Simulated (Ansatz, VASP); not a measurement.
# Cross-check of Cs11Rb41F52 between VASP and Ansatz

One calculation is typed for both programs; each brings its own data sets and cutoff. How far apart do they land? The cell is taken from a series of runs on this material, whose earlier steps may have relaxed or scaled it; both programs get it as it stands.

Calculated with Ansatz 0.2.0; plane waves, with VASP 6.6.1 beside it; single point at PBE.

### Step 1. Set-up

The cell holds 104 atoms: 41 Rb, 11 Cs and 52 F. Its edges and angles: a = 14.809 Å, b = 14.809 Å, c = 14.809 Å, α = 90.0°, β = 90.0°, γ = 90.0°.

### Step 2. VASP: single point, PBE

With cell and atoms fixed, the geometry can't cause a difference; cores, projectors, grids and the points listed under the comparison can.

Lines of VASP's logs that name or quote its potential files are left out, and so is its time.

Contents of INCAR:

```
SYSTEM = Cs11Rb41F52
PREC = Accurate
ENCUT = 520
EDIFF = 1E-05
NELM = 100
ISMEAR = 0
SIGMA = 0.01
LREAL = Auto
ALGO = Fast
GGA = PE
NBANDS = 488
LORBIT = 11
LWAVE = .FALSE.
LCHARG = .FALSE.
ISIF = 2
```

Contents of POSCAR:

```
Cs11Rb41F52
1.0
   14.8095000000      0.0000000000      0.0000000000
    0.0000000000     14.8095000000      0.0000000000
    0.0000000000      0.0000000000     14.8095000000
Rb Cs F
41 11 52
Direct
    0.6623200000      0.7606900000      0.8643600000
    0.0531200000      0.7698200000      0.2939100000
    0.7076800000      0.2285000000      0.8851400000
    0.2425500000      0.4644900000      0.4509400000
    0.9914600000      0.5014400000      0.5279600000
    0.0502800000      0.4997500000      0.2456000000
    0.7290000000      0.0000000000      0.4823600000
    0.2819800000      0.7759800000      0.4459000000
    0.9300400000      0.8756000000      0.0345300000
    0.0942800000      0.2180800000      0.2377800000
    0.4332400000      0.9456500000      0.6571200000
    0.1681000000      0.6959200000      0.0361500000
    0.7295900000      0.2922500000      0.5630200000
    0.9301300000      0.6258000000      0.8045800000
    0.5440300000      0.9755200000      0.8692800000
    0.0923300000      0.0095400000      0.2325200000
    0.9868300000      0.2908600000      0.6725400000
    0.2298700000      0.1986600000      0.6892600000
    0.6362600000      0.7710000000      0.1142100000
    0.3271700000      0.2493700000      0.3877800000
    0.5115300000      0.4861100000      0.4922800000
    0.5722000000      0.2680800000      0.3083000000
    0.8477000000      0.6181100000      0.1142200000
    0.3501000000      0.7443900000      0.7869300000
    0.5631300000      0.0456200000      0.1284200000
    0.9012900000      0.3765000000      0.0408200000
    0.8904600000      0.9948900000      0.7889500000
    0.1686000000      0.9445200000      0.7616300000
    0.7859300000      0.8301000000      0.3628400000
    0.3358800000      0.1839600000      0.8935800000
[... 68 atom lines left out ...]
    0.6991600000      0.1962400000      0.1787400000
    0.4972100000      0.8991500000      0.0357400000
    0.6427800000      0.9502500000      0.3029800000
    0.4523700000      0.4044800000      0.3418100000
    0.3833300000      0.0344100000      0.8135600000
    0.1908500000      0.6128200000      0.8695900000
```

Contents of KPOINTS:

```
Automatic mesh
0
Gamma
1 1 1
0 0 0
```

The projector-augmented-wave data sets are Rb_sv, Cs_sv and F (PBE family, release 64).

Started as:

```
$ export OMP_NUM_THREADS=5
$ mpirun -np 1 vasp_gam
```

Numbers of over 12 decimals in the logs are rounded to 6 here.

The log of the run:

```text
[banner, memory and clock lines left out]
running    1 mpi-ranks, on    1 nodes
[...]
Offloading initialized ...    1 GPUs detected
[...]
LDA part: xc-table for (Slater+PW92), standard interpolation
 POSCAR, INCAR and KPOINTS ok, starting setup
[...]
entering main loop
       N       E                     dE             d eps       ncg     rms          rms(c)
DAV:   1     0.894148590627E+04    0.89415E+04   -0.44806E+05  1008   0.160E+03
DAV:   2     0.491921544524E+03   -0.84496E+04   -0.82418E+04  1240   0.375E+02
DAV:   3    -0.448824328147E+03   -0.94075E+03   -0.93739E+03  1136   0.130E+02
DAV:   4    -0.490881384525E+03   -0.42057E+02   -0.41971E+02  1280   0.257E+01
[...]
RMM:  22    -0.397617987851E+03   -0.31509E-04   -0.32162E-04  1495   0.143E-02    0.496E-03
RMM:  23    -0.397618004000E+03   -0.16149E-04   -0.15934E-04  1352   0.105E-02    0.306E-03
RMM:  24    -0.397618013628E+03   -0.96284E-05   -0.96660E-05  1078   0.764E-03
   1 F= -.39761801E+03 E0= -.39761801E+03  d E =-.337607E-36
```

OUTCAR, selected parts (step 2):

```text
  FREE ENERGIE OF THE ION-ELECTRON SYSTEM (eV)
  ---------------------------------------------------
  free  energy   TOTEN  =      -397.6180136280 eV

  energy  without entropy=     -397.6180136280  energy(sigma->0) =     -397.61801363
```

The run ends at a pressure of -0.22 GPa, with forces up to 1.1 eV/Å.

### Step 3. Ansatz: single point, PBE

Ansatz runs on its default PAW (the set named soft_2) files.

The same cell, functional and mesh now go to Ansatz, which takes its cutoff from its data sets.

Contents of input.yaml:

```yaml
crystal:
  lattice:
    - [14.8095, 0.0, 0.0]
    - [0.0, 14.8095, 0.0]
    - [0.0, 0.0, 14.8095]
  atoms:
    - { symbol: Rb, position: [0.66232, 0.76069, 0.86436] }
    - { symbol: Rb, position: [0.05312, 0.76982, 0.29391] }
    - { symbol: Rb, position: [0.70768, 0.2285, 0.88514] }
    - { symbol: Rb, position: [0.24255, 0.46449, 0.45094] }
    - { symbol: Rb, position: [0.99146, 0.50144, 0.52796] }
    - { symbol: Rb, position: [0.05028, 0.49975, 0.2456] }
    - { symbol: Rb, position: [0.729, 0.0, 0.48236] }
    - { symbol: Rb, position: [0.28198, 0.77598, 0.4459] }
    - { symbol: Rb, position: [0.93004, 0.8756, 0.03453] }
    - { symbol: Rb, position: [0.09428, 0.21808, 0.23778] }
    - { symbol: Rb, position: [0.43324, 0.94565, 0.65712] }
    - { symbol: Rb, position: [0.1681, 0.69592, 0.03615] }
    - { symbol: Rb, position: [0.72959, 0.29225, 0.56302] }
    - { symbol: Rb, position: [0.93013, 0.6258, 0.80458] }
    - { symbol: Rb, position: [0.54403, 0.97552, 0.86928] }
    - { symbol: Rb, position: [0.09233, 0.00954, 0.23252] }
    - { symbol: Rb, position: [0.98683, 0.29086, 0.67254] }
    - { symbol: Rb, position: [0.22987, 0.19866, 0.68926] }
    - { symbol: Rb, position: [0.63626, 0.771, 0.11421] }
    - { symbol: Rb, position: [0.32717, 0.24937, 0.38778] }
    - { symbol: Rb, position: [0.51153, 0.48611, 0.49228] }
    - { symbol: Rb, position: [0.5722, 0.26808, 0.3083] }
    - { symbol: Rb, position: [0.8477, 0.61811, 0.11422] }
    - { symbol: Rb, position: [0.3501, 0.74439, 0.78693] }
    - { symbol: Rb, position: [0.56313, 0.04562, 0.12842] }
    - { symbol: Rb, position: [0.90129, 0.3765, 0.04082] }
    - { symbol: Rb, position: [0.89046, 0.99489, 0.78895] }
    - { symbol: Rb, position: [0.1686, 0.94452, 0.76163] }
    - { symbol: Rb, position: [0.78593, 0.8301, 0.36284] }
    - { symbol: Rb, position: [0.33588, 0.18396, 0.89358] }
[... 68 atom lines left out ...]
    - { symbol: F, position: [0.69916, 0.19624, 0.17874] }
    - { symbol: F, position: [0.49721, 0.89915, 0.03574] }
    - { symbol: F, position: [0.64278, 0.95025, 0.30298] }
    - { symbol: F, position: [0.45237, 0.40448, 0.34181] }
    - { symbol: F, position: [0.38333, 0.03441, 0.81356] }
    - { symbol: F, position: [0.19085, 0.61282, 0.86959] }
kpoints:
  mp_grid: { grid: [1, 1, 1] }
hamiltonian:
  xc: pbe
scf:
  occupations: { method: fixed }
output:
  forces: true
  stress: true
  populations: true
  dos:
    method: { smearing: { sigma: 0.08 } }
    de: 0.1
    projected: { site_lists: { Cs: [Cs], F: [F], Rb: [Rb] } }
  eigenvalues: true
  write_density: true
  write_potential: true
  volumetric_format: npy
```

Started as:

```
$ ansatz run input.yaml --threads 8 --pin off --max-ram 15872MiB --backend cpu --events-out ev --progress --plain --runs-dir out
```

The log of the run:

```text
Engine: ansatz 0.2.0, x86_64-unknown-linux-gnu
Pseudopotentials: kind: paw
Pseudopotential: Rb, paw, valence charge 9, recommended cutoff 420 eV (normal), Rb.paw.azcp
Pseudopotential: Cs, paw, valence charge 9, recommended cutoff 420 eV (normal), Cs.paw.azcp
Pseudopotential: F, paw, valence charge 7, recommended cutoff 420 eV (normal), F.paw.azcp
Functional definition: PBE
  parameter kappa = 0.804
  parameter beta = 0.066725
  exchange = pbe_x(kappa = kappa, mu = beta*pi^2/3)
  correlation = pbe_c(beta = beta)
Crystal: 104 atoms, lattice volume = 3248.039 Å³
Basis set: ecut = 420 eV, 63461 PW (Γ), exchange–correlation on 200×200×200 points (8 copies of the dense FFT grid, shifted against one another)
Bands: 520, of which v1, the nominal top of the filled ones, is band 416 counted from 1 (415 counted from 0)
Symmetry: 1 space group operations
Space group: P1 (ITA 1), of the structure as read, at distance tolerance 1.5e-4 Å
k-points: 1
Non-local potential: Rb, projectors of the file, l = 0: 3, l = 1: 2, l = 2: 2
Non-local potential: Cs, projectors of the file, l = 0: 3, l = 1: 2, l = 2: 2, l = 3: 2
Non-local potential: F, projectors of the file, l = 0: 2, l = 1: 2, l = 2: 1
PAW form: soft (Blöchl's): semilocal exchange-correlation on the pseudo side does not see the compensation charge
PAW one-centre angular grid: Rb, 110 points (default); XC on 64 Gauss nodes
PAW one-centre angular grid: Cs, 194 points (default); XC on 64 Gauss nodes
PAW one-centre angular grid: F, 110 points (default); XC on 64 Gauss nodes
Initial density: superposition of atomic densities (neutral atoms: chi_scale 0, normalization atom), corrected by the library's trained network
Initial wavefunctions: pseudopotential atomic-orbital guess
Functional: x = pbe(κ = 0.804, μ = 0.219515), c = pbe(β = 0.066725)
SCF iter   1: F=—  HF=-238485.363310 eV  |F-HF|=—  |Δ(HF+E_count)|=         —  Δρ=1.21e-3  dr2=8.81e-2  ethr=1.77e-3  ⟨swp⟩=5.0  Hψ=1849  notcnv=0  defer=99
preconditioner: auto → Resta (q_TF=auto, 2.174 Å⁻¹)  ε∞=2.7  [insulator: Δε(μ)=3.406 eV  Ē_g=13.625 eV  n_scr=586 (ndim 8)  ℏωp=17.8 eV  f_vac=0.259  ε∞_Penn≈2.7]
SCF iter   2: F=—  HF=-238485.354830 eV  |F-HF|=—  |Δ(HF+E_count)|=   8.48e-3  Δρ=7.40e-4  dr2=2.48e-2  ethr=1.06e-5  ⟨swp⟩=3.0  Hψ=976  notcnv=0  defer=102
SCF iter   3: F=—  HF=-238485.352981 eV  |F-HF|=—  |Δ(HF+E_count)|=   1.85e-3  Δρ=3.50e-4  dr2=9.29e-3  ethr=2.98e-6  ⟨swp⟩=2.0  Hψ=794  notcnv=0  defer=102
SCF iter   4: F=—  HF=-238485.351464 eV  |F-HF|=—  |Δ(HF+E_count)|=   1.52e-3  Δρ=1.16e-4  dr2=6.43e-4  ethr=1.12e-6  ⟨swp⟩=2.0  Hψ=764  notcnv=0  defer=102
SCF iter   5: F=—  HF=-238485.351453 eV  |F-HF|=—  |Δ(HF+E_count)|=   1.06e-5  Δρ=7.92e-5  dr2=1.47e-4  ethr=7.73e-8  ⟨swp⟩=2.0  Hψ=798  notcnv=0  defer=102
SCF iter   6: F=—  HF=-238485.351495 eV  |F-HF|=—  |Δ(HF+E_count)|=   4.15e-5  Δρ=3.46e-5  dr2=2.86e-5  ethr=1.77e-8  ⟨swp⟩=2.0  Hψ=796  notcnv=0  defer=99
SCF iter   7: F=—  HF=-238485.347291 eV  |F-HF|=—  |Δ(HF+E_count)|=   4.20e-3  Δρ=7.97e-6  dr2=2.21e-6  ethr=3.44e-9  ⟨swp⟩=2.0  Hψ=924  notcnv=0  defer=99
SCF iter   8: F=—  HF=-238485.347291 eV  |F-HF|=—  |Δ(HF+E_count)|=   6.86e-7  Δρ=5.84e-6  dr2=7.76e-7  ethr=2.66e-10  ⟨swp⟩=2.0  Hψ=796  notcnv=0  defer=99
SCF iter   9: F=-238485.347291 eV  HF=-238485.347291 eV  |F-HF|=2.65e-9  |Δ(HF+E_count)|=   1.58e-7  Δρ=9.71e-7  dr2=3.53e-8  ethr=1.20e-11  ⟨swp⟩=20.0  Hψ=5824  notcnv=0
SCF 1 converged in 9 iterations: F = -238485.347291 eV  dr2 = 3.53e-8
  greatest PAW one-centre occupation: 0.973 electrons in one spin orbital (limit 2), on the Rb atom at site 28 (counted from 0), in its partial waves of l = 0
[...]
atom  85  F     -0.65092980     0.29476625     0.39062977
  atom  86  F     -0.09786973     0.07316804     0.03787565
  atom  87  F     -0.03169307     0.08990048    -0.05909853
  atom  88  F      0.15770583    -0.24585602     0.03575188
  atom  89  F     -0.16695544     0.25244291    -0.10828269
  atom  90  F     -0.00480617     0.19237271    -0.21969211
  atom  91  F      0.42483332     0.08561642     0.42673647
  atom  92  F      0.05691245     0.53982042    -0.04894591
  atom  93  F      0.03154702     0.00127272     0.19370970
  atom  94  F     -0.07501662    -0.02021110    -0.35612796
  atom  95  F      0.17454832    -0.62283414     0.17862296
  atom  96  F      0.57437433     0.30000084    -0.43449084
  atom  97  F     -0.25652719     0.05576538     0.20032365
  atom  98  F      0.29617523    -0.71523612    -0.18760181
  atom  99  F     -0.34791066    -0.17584414    -0.22650765
  atom 100  F      0.44906974     0.58336041     0.37074346
  atom 101  F     -0.01374778     0.39777297     0.09384762
  atom 102  F     -0.33960321    -0.59547246    -0.00938641
  atom 103  F     -0.17557786    -0.00538384    -0.47932940
  atom 104  F      0.12844724    -0.20992781    -0.13336188
  max |Σ_I F_I| component: 6.60e-5 eV/Å
--- Stress (GPa, compression-positive) ---
       -0.159890      -0.041575       0.071529
       -0.041575      -0.264959       0.280810
        0.071529       0.280810      -0.215341
  P = ⅓ Tr σ = -0.2134 GPa (-2.134 kbar)
--- Band table (eV) ---
  k-point 0: bands = [... 412 lower, 1.0867, 1.1189, 1.2268, 1.2681, 4.6943, 5.3135, 5.5607, 5.5693, ... 100 higher]
--- Löwdin populations: 104 sites ---
  site symbol       q [e]
     0     Rb      8.1221
     1     Rb      8.1230
     2     Rb      8.1104
     3     Rb      8.1223
     4     Rb      8.1132
     5     Rb      8.1116
     6     Rb      8.1197
     7     Rb      8.1242
     8     Rb      8.1249
     9     Rb      8.1298
    10     Rb      8.1228
    11     Rb      8.1299
    12     Rb      8.1229
    13     Rb      8.1198
    14     Rb      8.1144
    15     Rb      8.1365
    16     Rb      8.1155
    17     Rb      8.1192
    18     Rb      8.1227
    19     Rb      8.1332
    20     Rb      8.1317
    21     Rb      8.1336
    22     Rb      8.1087
    23     Rb      8.1237
[...]
96      F      7.7873
    97      F      7.7943
    98      F      7.7960
    99      F      7.7938
   100      F      7.7875
   101      F      7.7889
   102      F      7.7935
   103      F      7.7916
  spilling = 0.006075 (of n_electrons = 832.000000)
```

Reading the cycles: dr2 is the Hartree energy of the density residual (eV), the measure of convergence; HF is the Harris–Foulkes estimate of the energy, which meets the free energy F at convergence.

### Step 4. Side by side

Known differences besides the PAW data sets themselves: fixed occupations in Ansatz, narrow Gaussian smearing in VASP; the cutoff is 420 eV in Ansatz and 520 eV in VASP (PREC = Accurate, projectors in real space); VASP leaves aspherical gradient terms in its spheres out (LASPH is not set), Ansatz keeps them. Total energies have different zeros and are not compared.

Both answers:

| quantity | Ansatz | VASP | difference |
| --- | --- | --- | --- |
| pressure (GPa) | -0.21 | -0.22 | +0.01 |
| gap on the k mesh (eV) | 3.426 | 3.408 | +0.018 |

Forces on 10 of the 104 atoms, picked by the larger force of the two programs (eV/Å; atoms numbered as in POSCAR):

| atom | Ansatz x, y, z | VASP x, y, z |
| --- | --- | --- |
| Rb10 | 0.101, 0.714, 0.388 | 0.098, 0.721, 0.385 |
| Rb12 | -0.677, 0.625, -0.248 | -0.701, 0.634, -0.254 |
| Rb16 | 0.164, -0.819, 0.651 | 0.166, -0.827, 0.661 |
| Rb32 | -0.394, 0.615, -0.402 | -0.404, 0.622, -0.401 |
| Rb37 | -0.991, -0.447, 0.085 | -1.012, -0.455, 0.089 |
| Rb40 | -0.258, 0.213, -0.792 | -0.258, 0.217, -0.801 |
| Cs44 | -0.826, 0.367, 0.107 | -0.826, 0.364, 0.119 |
| Cs51 | -0.334, -0.556, 0.457 | -0.329, -0.583, 0.463 |
| F85 | -0.651, 0.295, 0.391 | -0.688, 0.313, 0.405 |
| F100 | 0.449, 0.583, 0.371 | 0.457, 0.601, 0.374 |

The forces differ by 10 meV/Å r.m.s., which is 3.2 % of the r.m.s. force of 0.32 eV/Å (both taken over all components).

### Step 5. Outcome

| Property | Result |
| --- | --- |
| r.m.s. force difference (single point, PBE) | 3.2 % of the r.m.s. force |

What this shows: The r.m.s. force difference is 3.2 % of the r.m.s. force (single point, PBE), beyond the 3 % picked in this series as the mark of a large difference. Differences of this kind measure data sets and numerical settings, not the functional's error against experiment.

[Lines on the potential files, build, host, timing and source positions are cut from VASP's logs without a mark.]

[Logs are printed without paths, hosts, clocks, repeated set-up lines and the standing remarks that a program may print on its own settings, such as how far it seeks lower states.]

[Hosts, paths, dates, database ids (printed as entryN), source tags and the programs' standing remarks are cut or masked in the printed files.]
